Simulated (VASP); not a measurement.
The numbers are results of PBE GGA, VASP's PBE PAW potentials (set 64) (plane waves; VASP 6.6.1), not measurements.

VASP ran on this input.

KPOINTS:
```
K-points
0
G
6 6 6
0 0 0
```

File POSCAR:
```
KI
1
    0.0000000000     3.6057000000     3.6057000000
    3.6057000000     0.0000000000     3.6057000000
    3.6057000000     3.6057000000     0.0000000000
K I
1 1
Direct
  0.0000000000   0.0000000000   0.0000000000
  0.5000000000   0.5000000000   0.5000000000
```

**INCAR**
```
ALGO  =  Normal
EDIFF  =  1E-6
ENCUT  =  400
GGA  =  PE
ISIF  =  2
ISMEAR  =  -1
LASPH  =  .TRUE.
LCHARG  =  .FALSE.
LMAXMIX  =  4
LREAL  =  .FALSE.
LWAVE  =  .FALSE.
NELM  =  100
PREC  =  Accurate
SIGMA  =  0.5
SYSTEM  =  KI
```

POTCAR, in this order: K_sv I (PBE.64 set). Program: vasp_std.

The run wrote:

OUTCAR:
```
 ion  position               nearest neighbor table
   1  0.000  0.000  0.000-   2 3.61   2 3.61   2 3.61   2 3.61   2 3.61   2 3.61
   2  0.500  0.500  0.500-   1 3.61   1 3.61   1 3.61   1 3.61   1 3.61   1 3.61
  LATTYP: Found a face centered cubic cell.
 ALAT       =     7.2114000000
 Subroutine PRICEL returns:
 Original cell was already a primitive cell.
 Subroutine GETGRP returns: Found 48 space group operations
The static configuration has the point symmetry O_h .
The dynamic configuration has the point symmetry O_h .
 Subroutine INISYM returns: Found 48 space group operations
 Subroutine IBZKPT returns following result:
 Found     16 irreducible k-points:

 Following reciprocal coordinates:
            Coordinates               Weight
  0.000000  0.000000  0.000000      1.000000
  0.166667  0.000000  0.000000      8.000000
  0.333333  0.000000  0.000000      8.000000
  0.500000  0.000000  0.000000      4.000000
  0.166667  0.166667  0.000000      6.000000
  0.333333  0.166667  0.000000     24.000000
  0.500000  0.166667  0.000000     24.000000
 -0.333333  0.166667  0.000000     24.000000
 -0.166667  0.166667  0.000000     12.000000
  0.333333  0.333333  0.000000      6.000000
  0.500000  0.333333  0.000000     24.000000
 -0.333333  0.333333  0.000000     12.000000
  0.500000  0.500000  0.000000      3.000000
  0.500000  0.333333  0.166667     24.000000
 -0.333333  0.333333  0.166667     24.000000
 -0.333333  0.500000  0.166667     12.000000
   k-points           NKPTS =     16   k-points in BZ     NKDIM =     16   number of bands    NBANDS=     12
   number of dos      NEDOS =    301   number of ions     NIONS =      2
   total plane-waves  NPLWV =  46656
   dimension x,y,z NGX =    36 NGY =   36 NGZ =   36
   dimension x,y,z NGXF=    72 NGYF=   72 NGZF=   72
   ions per type =               1   1
   PREC   = accura    normal or accurate (medium, high low for compatibility)
   ISTART =      0    job   : 0-new  1-cont  2-samecut
   ICHARG =      2    charge: 1-file 2-atom 10-const
   ISPIN  =      1    spin polarized calculation?
   LNONCOLLINEAR =      F non collinear calculations
   LSORBIT =      F    spin-orbit coupling
   INIWAV =      1    electr: 0-lowe 1-rand  2-diag
   ENCUT  =  400.0 eV  29.40 Ry    5.42 a.u.   8.32  8.32  8.32*2*pi/ulx,y,z
   NELM   =    100;   NELMIN=  2; NELMDL= -5     # of ELM steps
   EDIFF  = 0.1E-05   stopping-criterion for ELM
   LREAL  =      F    real-space projection
   NLSPLINE    = F    spline interpolate recip. space projectors
   LMAXMIX     =    4 max onsite mixed and CHGCAR
   VOSKOWN=      0    Vosko Wilk Nusair interpolation
   EDIFFG = 0.1E-04   stopping-criterion for IOM
   NSW    =      0    number of steps for IOM
   NBLOCK =      1;   KBLOCK =      1    inner block; outer block
   IBRION =     -1    ionic relax: 0-MD 1-quasi-New 2-CG
   NFREE  =      0    steps in history (QN), initial steepest desc. (CG)
   ISIF   =      2    stress and relaxation
   ISYM   =      2    0-nonsym 1-usesym 2-fastsym
   TEIN   =    0.0    initial temperature
   TEBEG  =    0.0;   TEEND  =   0.0 temperature during run
   SMASS  =  -3.00    Nose mass-parameter (am)
   PSTRESS=    0.0 pullay stress
   NELECT =      16.0000    total number of electrons
   EFERMI =   0.00;   METHOD = LEGACY
   ISMEAR =    -1;   SIGMA  =   0.50  broadening in eV -4-tet -1-fermi 0-gaus
   IALGO  =     38    algorithm
   LDIAG  =      T    sub-space diagonalisation (order eigenvalues)
   IMIX   =      4    mixing-type and parameters
     AMIX     =   0.40;   BMIX     =  1.00
     AMIX_MAG =   1.60;   BMIX_MAG =  1.00
     AMIN     =   0.10
   GGA     = PE    functional components
   VOSKOWN =     0    Vosko Wilk Nusair interpolation
   LHFCALC =     F    Hartree Fock is set to
...
```

File OSZICAR:
```
       N       E                     dE             d eps       ncg     rms          rms(c)
DAV:   1     0.789097244004E+02    0.78910E+02   -0.58393E+03   384   0.917E+02
DAV:   2    -0.561163197060E+00   -0.79471E+02   -0.75906E+02   460   0.220E+02
DAV:   3    -0.540292144394E+01   -0.48418E+01   -0.48269E+01   488   0.505E+01
DAV:   4    -0.566547800484E+01   -0.26256E+00   -0.26234E+00   724   0.108E+01
DAV:   5    -0.566667535481E+01   -0.11973E-02   -0.11969E-02   480   0.780E-01    0.275E+00
DAV:   6    -0.557639779348E+01    0.90278E-01   -0.13073E-01   464   0.216E+00    0.200E+00
DAV:   7    -0.557011889495E+01    0.62789E-02   -0.13189E-01   472   0.197E+00    0.789E-01
DAV:   8    -0.557608788797E+01   -0.59690E-02   -0.13989E-02   492   0.841E-01    0.101E-01
DAV:   9    -0.557666011808E+01   -0.57223E-03   -0.12056E-03   500   0.216E-01    0.703E-02
DAV:  10    -0.557683704458E+01   -0.17693E-03   -0.18718E-04   480   0.925E-02    0.166E-02
DAV:  11    -0.557685428132E+01   -0.17237E-04   -0.34739E-05   464   0.360E-02    0.120E-02
DAV:  12    -0.557685576279E+01   -0.14815E-05   -0.42913E-06   464   0.161E-02    0.919E-03
DAV:  13    -0.557685613467E+01   -0.37188E-06   -0.86864E-07   352   0.597E-03
   1 F= -.55768561E+01 E0= -.55373856E+01  d E =-.789410E-01
```

### OUTCAR
```
------------------------ aborting loop because EDIFF is reached ----------------------------------------
  FORCE on cell =-STRESS in cart. coord.  units (eV):
  Direction    XX          YY          ZZ          XY          YZ          ZX
  --------------------------------------------------------------------------------------
  Total       -0.0315426     -0.0315426     -0.0315426      0.0000000     -0.0000000      0.0000000
  in kB       -0.5390250     -0.5390250     -0.5390250      0.0000000     -0.0000000      0.0000000
  external PRESSURE =      -0.5390250 kB  Pullay stress =       0.0000000 kB
  volume of cell :       93.76
      direct lattice vectors                 reciprocal lattice vectors
     0.000000000  3.605700000  3.605700000    -0.138669329  0.138669329  0.138669329
     3.605700000  0.000000000  3.605700000     0.138669329 -0.138669329  0.138669329
     3.605700000  3.605700000  0.000000000     0.138669329  0.138669329 -0.138669329
  FREE ENERGIE OF THE ION-ELECTRON SYSTEM (eV)
  ---------------------------------------------------
  free  energy   TOTEN  =        -5.5768561347 eV

  energy  without entropy=       -5.4979151141  energy(sigma->0) =       -5.53738562
```
(Selected blocks of OUTCAR.)

The compound is KI in the rock salt structure. The cell was not relaxed at this level. The run is one of a series of settings (ISMEAR = -1, SIGMA = 0.5 against the base run), some of them coarse on purpose.
